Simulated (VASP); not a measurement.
Consider the following.

```
Al
1.0
    0.00000     2.00316     2.00316
    2.00316     0.00000     2.00316
    2.00316     2.00316     0.00000
Al
1
Direct
  0.00000   0.00000   0.00000
```

Calculation: TPSS meta-GGA, VASP's PBE PAW potentials (set 64) (plane waves; VASP 6.6.1). Numerical set-up: 520 eV cut-off, 17×17×17 Γ-centred mesh, tetrahedra with Blöchl corrections, potentials Al.

### Question
Give the energies of bands 1 to 4 at the high-symmetry points, in eV from the Fermi level.

### Answer

| band | Γ | X | U | L | W |
|---|---|---|---|---|---|
| 1 | -11.37 | -3.03 | -1.98 | -4.76 | -0.92 |
| 2 | 12.72 | -1.63 | -1.47 | -4.43 | -0.92 |
| 3 | 12.72 | 5.18 | -0.34 | 11.51 | 0.04 |
| 4 | 12.72 | 5.73 | 6.71 | 11.51 | 1.32 |

It has no gap at this level: it comes out as a metal or semimetal.

The compound is Al in the fcc structure. It was relaxed first.
